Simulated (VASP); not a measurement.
VASP ran on this input.

File KPOINTS:
```
Automatic mesh
0
Gamma
6 6 6
0 0 0
```

**INCAR**
```
SYSTEM = CrPd
PREC = Accurate
ENCUT = 300
EDIFF = 1E-6
NELM = 100
ALGO = Normal
LREAL = .FALSE.
LASPH = .TRUE.
ISMEAR = -1
SIGMA = 0.1
LMAXMIX = 4
LWAVE = .FALSE.
LCHARG = .FALSE.
ISIF = 2
ISPIN = 2
MAGMOM = 3.0 3.0 0.0 0.0
LORBIT = 11
```

### POSCAR
```
CrPd
1
    0.0000000000     2.9217400000     2.9217400000
    2.9217400000     0.0000000000     2.9217400000
    2.9217400000     2.9217400000     0.0000000000
Cr Pd
2 2
Direct
  0.7500000000   0.7500000000   0.7500000000
  0.5000000000   0.5000000000   0.5000000000
  0.0000000000   0.0000000000   0.0000000000
  0.2500000000   0.2500000000   0.2500000000
```

POTCAR, in this order: Cr_pv Pd (LDA.64 set). Program: vasp_std.

Problem. Write an equivalent input for Quantum ESPRESSO's pw.x.

Solution. One equivalent input (not run):
```
&CONTROL
  calculation = 'scf'
  pseudo_dir = './pseudo'
  outdir = './out'
  tprnfor = .true.
  tstress = .true.
/
&SYSTEM
  ibrav = 0
  nat = 4
  ntyp = 2
  ecutwfc = 94
  occupations = 'smearing'
  smearing = 'fermi-dirac'
  degauss = 0.00735
  input_dft = 'pz'
  nspin = 2
  starting_magnetization(1) = 0.3
/
&ELECTRONS
  conv_thr = 7.3e-08
  electron_maxstep = 100
/
ATOMIC_SPECIES
  Cr 51.996 Cr.upf
  Pd 106.420 Pd.upf
CELL_PARAMETERS angstrom
     0.0000000    2.9217400    2.9217400
     2.9217400    0.0000000    2.9217400
     2.9217400    2.9217400    0.0000000
ATOMIC_POSITIONS crystal
  Cr   0.7500000  0.7500000  0.7500000
  Cr   0.5000000  0.5000000  0.5000000
  Pd   0.0000000  0.0000000  0.0000000
  Pd   0.2500000  0.2500000  0.2500000
K_POINTS automatic
  6 6 6 0 0 0
```
The two are equivalent in intent, not identical: the potentials are each code's own (VASP's PAW set, PseudoDojo norm-conserving files in pw.x), so ENCUT and ecutwfc are chosen apart and not converted; conv_thr bounds pw.x's estimated SCF error, while EDIFF bounds the energy change between steps; starting_magnetization is a fraction of the valence charge and MAGMOM a moment in μB, so they match only roughly.

The structure was generated: CrPd was put into an ordered model structure, which need not be its known phase. The cell was not relaxed at this level. The k-mesh is coarse (spacing up to 0.31 per Å, 2π included), so the numbers may not be converged in it. The run is one of a series of settings (GGA removed, POTCAR Cr_pv Pd (LDA.64 set) against the base run), some of them coarse on purpose.
